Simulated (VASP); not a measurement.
An input for Quantum ESPRESSO's pw.x (written as the equivalent of a VASP run, and not itself run):

```
&CONTROL
  calculation = 'scf'
  pseudo_dir = './pseudo'
  outdir = './out'
  tprnfor = .true.
  tstress = .true.
/
&SYSTEM
  ibrav = 0
  nat = 2
  ntyp = 2
  ecutwfc = 84
  occupations = 'smearing'
  smearing = 'gaussian'
  degauss = 0.003675
  input_dft = 'pbesol'
/
&ELECTRONS
  conv_thr = 7.3e-09
  electron_maxstep = 100
/
ATOMIC_SPECIES
  Ba 137.327 Ba.upf
  O 15.999 O.upf
CELL_PARAMETERS angstrom
    -0.0000000    2.7667512    2.7667512
     2.7667512    0.0000000    2.7667512
     2.7667512    2.7667512   -0.0000000
ATOMIC_POSITIONS crystal
  Ba   0.0361435 -0.0361435  0.0361435
  O    0.5000000  0.5000000  0.5000000
K_POINTS automatic
  8 8 8 0 0 0
```

Problem. Write the VASP files for the same calculation (PBEsol).

Solution. This is not unique; one that fits is 
### POSCAR
```
BaO
1
   -0.0000000000     2.7667512338     2.7667512338
    2.7667512338     0.0000000000     2.7667512338
    2.7667512338     2.7667512338    -0.0000000000
Ba O
1 1
Direct
  0.0361434735  -0.0361434735   0.0361434735
  0.5000000000   0.5000000000   0.5000000000
```

File KPOINTS:
```
Automatic mesh
0
Gamma
8 8 8
0 0 0
```

INCAR:
```
SYSTEM = BaO
PREC = Accurate
ENCUT = 600
EDIFF = 1E-7
NELM = 100
ALGO = Normal
LREAL = .FALSE.
LASPH = .TRUE.
ISMEAR = 0
SIGMA = 0.05
GGA = PS
LMAXMIX = 4
LWAVE = .FALSE.
LCHARG = .FALSE.
ISIF = 2
```

POTCAR, in this order: Ba_sv O (PBE.64 set). Program: vasp_std.

What does not carry over: the potentials are each code's own (VASP's PAW set, PseudoDojo norm-conserving files in pw.x), so ENCUT and ecutwfc are chosen apart and not converted; conv_thr bounds pw.x's estimated SCF error, while EDIFF bounds the energy change between steps.

The compound is BaO in the rock salt structure. This cell was strained or had an atom moved on purpose.
